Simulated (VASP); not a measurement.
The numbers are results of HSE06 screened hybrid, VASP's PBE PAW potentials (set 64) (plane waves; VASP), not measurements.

The input files of a VASP run:

File KPOINTS:
```
Automatic mesh
0
Gamma
1 1 1
0 0 0
```

POSCAR:
```
Al35GeN35
1.0
  4.6932676572  -8.1289780179   0.0000000000
  4.6932676572   8.1289780179   0.0000000000
  0.0000000000   0.0000000000  10.0192026156
Al N Ge
35 35 1
Cart
  1.5736008928  -0.8889064288   2.5061357357
  1.5629510340   0.8987096479   9.9851294907
  1.5653708514  -0.9151838274   7.5170688099
  1.5727310369   1.0002478084   5.0437636106
  3.1426674935   1.7991545554   2.4219826755
  3.1317742428   3.6154988355   9.9851920245
  3.1264537124   1.8067825169   7.4895451356
  3.0461018965   3.5555493273   5.0395814201
  4.6851248932   4.5003607653   2.5065180795
  4.6979224480   6.3186700364   0.0146143686
  4.7022263186   4.5196050022   7.5152404517
  4.6956385092   6.3206536201   5.0084873638
  3.1261897616  -3.6127864175   2.5071192106
  3.1264745575  -1.8126209757   0.0015084410
  3.1305862936  -3.6158406891   7.5128284239
  3.1219483927  -1.8007249707   5.0134976815
  4.6969251334  -0.9012166304   2.4740562748
  4.7038184294   0.8950340403   9.9669424367
  4.7046684857  -0.9275164179   7.5249714239
  6.2549988166   1.8000341417   2.4753644480
  6.2606127049   3.6153530366   0.0012193239
  6.2819783595   1.8062429950   7.5254650690
  6.2471754135   3.6126797596   5.0132988154
  4.7002245423  -6.3234436706   2.4958636644
  4.6899124993  -4.5157858409   0.0028319176
  4.6879785802  -6.3209418639   7.5232437166
  4.6865706796  -4.5135928637   5.0050688480
  6.2608851570  -3.6194887135   2.4953530718
  6.2615367285  -1.8112779612   0.0034156414
  6.2527137284  -3.6113546289   7.5221410393
  6.2748780825  -1.7991341167   5.0194591782
  7.8264672829  -0.9061771897   2.5041410748
  7.8269006437   0.9000267472   0.0047515307
  7.8311013628  -0.9093900138   7.5214234179
  7.8220497292   0.8829154468   5.0199042252
  1.5856511837  -0.8476030793   4.4301455047
  1.5564749550   0.8973336550   1.8788276458
  1.5645821398  -0.9154822918   9.4310950266
  1.5490728552   0.8895775451   6.9627974829
  3.1298676905   3.6230694560   1.8780075059
  3.1317411548   1.8043355262   9.4155034651
  3.1318177268   3.6301785245   6.9587613654
  4.6546201093   4.4688184040   4.4301709374
  4.7020326166   6.3172875476   1.9375856893
  4.7032136859   4.5206795531   9.4295191023
  4.6985960605   6.3185053092   6.9190905120
  3.1125326151  -3.6055043838   4.4245322164
  3.1288416817  -1.8085008300   1.9191388946
  3.1285385905  -3.6142696706   9.4298412817
  3.1346133970  -1.8103341625   6.9242086222
  4.6995699924  -0.9199703290   4.4077230242
  4.7176686320   0.8874780137   1.8510221493
  4.6942467306  -0.9236782989   9.4323276220
  4.7280622286   0.8818569547   7.0012086721
  6.2712017417   1.8062337531   4.4088641703
  6.2580209637   3.6117619264   1.9190601577
  6.2745457503   1.8125000523   9.4332877412
  6.2616031237   3.6069972820   6.9241221675
  4.6599005249  -6.3190741312   4.4099558145
  4.6901430828  -4.5151720014   1.9189979254
  4.6869786429  -6.3185182904   9.4322829764
  4.6929933090  -4.5173434791   6.9230395346
  6.2356840861  -3.5873393785   4.4088685126
  6.2646396998  -1.8101154938   1.9166552134
  6.2501576472  -3.6121660082   9.4311482997
  6.2685396748  -1.8105957571   6.9277090821
  7.8296431397  -0.9087411140   4.4214104733
  7.8275317432   0.8987093593   1.9177595159
  7.8273985239  -0.9074740787   9.4379914642
  7.8294857951   0.8946499452   6.9281933823
  4.5240982482   0.9957812780   4.9502225165
```

### INCAR
```
! general
SYSTEM   = Al35GeN35
PREC     = Normal
ENCUT    = 400
LREAL    = Auto
LASPH    = T
ISYM     = 0

! electronic loop
EDIFF    = 1E-5
NELM     = 50
NELMIN   = 4
ALGO     = Normal
LMAXMIX  = 4

! smearing
ISMEAR   = 0
SIGMA    = 0.05

! functional
GGA      = PE
LHFCALC  = T
AEXX     = 0.25
HFSCREEN = 0.2
PRECFOCK = Fast

! spin
ISPIN    = 2
MAGMOM   = 71*0.0282
NUPDOWN  = 2

! ions
ISIF     = 0

! output
LWAVE    = F
LCHARG   = F
LORBIT   = 10
```

POTCAR, in this order: Al N Ge (PBE.64 set). Program: vasp_gam. Read from the step before: WAVECAR.

The run wrote:

### OSZICAR
```
       N       E                     dE             d eps       ncg     rms          rms(c)
DAV:   1    -0.608218271887E+03   -0.60822E+03   -0.17675E+01   864   0.858E+00    0.486E+01
DAV:   2    -0.608345680819E+03   -0.12741E+00   -0.44280E-01   816   0.150E+00    0.340E+01
DAV:   3    -0.608327206860E+03    0.18474E-01   -0.10796E-02   840   0.263E-01    0.209E+01
DAV:   4    -0.608319422583E+03    0.77843E-02   -0.40840E-03   816   0.130E-01    0.124E+01
DAV:   5    -0.608317021230E+03    0.24014E-02   -0.95749E-04   804   0.657E-02    0.725E+00
DAV:   6    -0.608316192834E+03    0.82840E-03   -0.24461E-04   808   0.404E-02    0.419E+00
DAV:   7    -0.608315921237E+03    0.27160E-03   -0.90304E-05   796   0.252E-02    0.241E+00
DAV:   8    -0.608315837219E+03    0.84018E-04   -0.25447E-05   524   0.145E-02    0.141E+00
DAV:   9    -0.608315812371E+03    0.24848E-04   -0.15469E-05   428   0.113E-02    0.810E-01
DAV:  10    -0.608315807530E+03    0.48408E-05   -0.54583E-06   416   0.623E-03
   1 F= -.60831581E+03 E0= -.60831581E+03  d E =-.267394E-13  mag=     2.0000
```

### OUTCAR
```
------------------------ aborting loop because EDIFF is reached ----------------------------------------
  volume of cell :      764.49
      direct lattice vectors                 reciprocal lattice vectors
     4.693267657 -8.128978018  0.000000000     0.106535582 -0.061508347  0.000000000
     4.693267657  8.128978018  0.000000000     0.106535582  0.061508347  0.000000000
     0.000000000  0.000000000 10.019202616     0.000000000  0.000000000  0.099808342
  FREE ENERGIE OF THE ION-ELECTRON SYSTEM (eV)
  ---------------------------------------------------
  free  energy   TOTEN  =      -608.3158075300 eV

  energy  without entropy=     -608.3158075300  energy(sigma->0) =     -608.31580753

  exchange ACFDT corr.  =         0.00000000  see jH, gK, PRB 81, 115126

 total charge

# of ion       s       p       d       tot
------------------------------------------
    1        0.410   0.445   0.000   0.855
    2        0.412   0.448   0.000   0.860
    3        0.413   0.450   0.000   0.863
    4        0.420   0.400   0.000   0.820
    5        0.430   0.425   0.000   0.855
    6        0.412   0.449   0.000   0.860
    7        0.408   0.443   0.000   0.851
    8        0.420   0.400   0.000   0.820
    9        0.411   0.445   0.000   0.855
   10        0.411   0.446   0.000   0.858
   11        0.413   0.450   0.000   0.863
   12        0.411   0.432   0.000   0.843
   13        0.411   0.447   0.000   0.859
   14        0.412   0.449   0.000   0.861
   15        0.412   0.447   0.000   0.859
   16        0.411   0.447   0.000   0.858
   17        0.411   0.445   0.000   0.856
   18        0.412   0.451   0.000   0.863
   19        0.413   0.454   0.000   0.867
   20        0.411   0.445   0.000   0.856
   21        0.412   0.449   0.000   0.860
   22        0.414   0.454   0.000   0.868
   23        0.411   0.447   0.000   0.858
   24        0.410   0.446   0.000   0.856
   25        0.412   0.448   0.000   0.860
   26        0.413   0.451   0.000   0.864
   27        0.410   0.443   0.000   0.853
   28        0.410   0.446   0.000   0.856
   29        0.412   0.449   0.000   0.861
   30        0.413   0.451   0.000   0.863
   31        0.416   0.449   0.000   0.865
   32        0.411   0.448   0.000   0.859
   33        0.412   0.449   0.000   0.861
   34        0.411   0.446   0.000   0.858
   35        0.416   0.449   0.000   0.865
   36        1.232   2.556   0.000   3.787
   37        1.233   2.589   0.000   3.822
   38        1.229   2.598   0.000   3.827
   39        1.235   2.590   0.000   3.825
   40        1.233   2.589   0.000   3.823
   41        1.229   2.594   0.000   3.823
   42        1.235   2.590   0.000   3.825
   43        1.232   2.555   0.000   3.787
   44        1.228   2.591   0.000   3.819
   45        1.229   2.598   0.000   3.827
   46        1.229   2.598   0.000   3.827
   47        1.228   2.593   0.000   3.822
   48        1.228   2.597   0.000   3.825
   49        1.228   2.598   0.000   3.826
   50        1.228   2.597   0.000   3.825
   51        1.237   2.541   0.000   3.778
   52        1.235   2.592   0.000   3.827
   53        1.230   2.600   0.000   3.830
   54        1.244   2.546   0.000   3.790
   55        1.237   2.540   0.000   3.778
   56        1.228   2.597   0.000   3.825
   57        1.230   2.600   0.000   3.830
   58        1.228   2.597   0.000   3.825
   59        1.233   2.586   0.000   3.819
   60        1.228   2.597   0.000   3.825
   61        1.229   2.599   0.000   3.828
   62        1.228   2.594   0.000   3.822
   63        1.233   2.587   0.000   3.820
   64        1.229   2.598   0.000   3.826
   65        1.229   2.599   0.000   3.828
   66        1.229   2.600   0.000   3.829
   67        1.229   2.602   0.000   3.831
   68        1.229   2.598   0.000   3.826
   69        1.228   2.594   0.000   3.822
   70        1.229   2.600   0.000   3.829
   71        1.138   1.090   0.170   2.399
--------------------------------------------------
tot         58.662 107.233   0.170 166.065

 magnetization (x)

# of ion       s       p       d       tot
------------------------------------------
    1       -0.000  -0.000   0.000  -0.000
    2        0.001   0.003   0.000   0.004
    3        0.001   0.002   0.000   0.003
    4        0.020   0.036   0.000   0.057
    5        0.042   0.058   0.000   0.101
    6        0.001   0.003   0.000   0.004
    7       -0.002  -0.000   0.000  -0.002
    8        0.020   0.036   0.000   0.056
    9       -0.000  -0.000   0.000  -0.000
   10        0.000   0.000   0.000   0.000
   11        0.001   0.002   0.000   0.003
   12       -0.000  -0.000   0.000  -0.000
   13        0.000   0.000   0.000   0.000
   14        0.000   0.000   0.000   0.000
...
```
(Selected blocks of OUTCAR.)

### OUTCAR
```
 val. band max:        8.5540959346   @ k =   0.0000   0.0000   0.0000

 cond. band min:       9.7353513836   @ k =   0.0000   0.0000   0.0000


 Fermi energy:         8.8138731393

 spin component 1

 k-point     1 :       0.0000    0.0000    0.0000
  band No.  band energies     occupation
      1     -11.6064      1.00000
      2     -10.7218      1.00000
      3     -10.6689      1.00000
      4     -10.4400      1.00000
      5     -10.3524      1.00000
      6     -10.3027      1.00000
      7     -10.2984      1.00000
      8     -10.2816      1.00000
      9     -10.1474      1.00000
     10      -9.7680      1.00000
     11      -9.7163      1.00000
     12      -9.6630      1.00000
     13      -9.6305      1.00000
     14      -9.6210      1.00000
     15      -9.6190      1.00000
     16      -9.6164      1.00000
     17      -9.6102      1.00000
     18      -9.6088      1.00000
     19      -9.6061      1.00000
     20      -9.5942      1.00000
     21      -9.3727      1.00000
     22      -9.2947      1.00000
     23      -9.0672      1.00000
     24      -9.0178      1.00000
     25      -9.0000      1.00000
     26      -8.9469      1.00000
     27      -8.9425      1.00000
     28      -8.9417      1.00000
     29      -8.9379      1.00000
     30      -8.8693      1.00000
     31      -8.8455      1.00000
     32      -8.8440      1.00000
     33      -8.8154      1.00000
     34      -8.8121      1.00000
     35      -8.8028      1.00000
     36      -2.5577      1.00000
     37      -1.3869      1.00000
     38      -0.5104      1.00000
     39      -0.2758      1.00000
     40      -0.2149      1.00000
     41      -0.1943      1.00000
     42      -0.1805      1.00000
     43      -0.1611      1.00000
     44      -0.1340      1.00000
     45      -0.1190      1.00000
     46      -0.1183      1.00000
     47      -0.1154      1.00000
     48      -0.1103      1.00000
     49      -0.0999      1.00000
...
```

The supercell is sampled at Γ alone, which is coarse: total energies, pressure and levels can be off, energies of defects by several tenths of an eV.

The cell is a supercell with a defect, built from AlN (wurtzite): Ge_Al-vac_N. The cell's shape comes from a PBE relaxation.
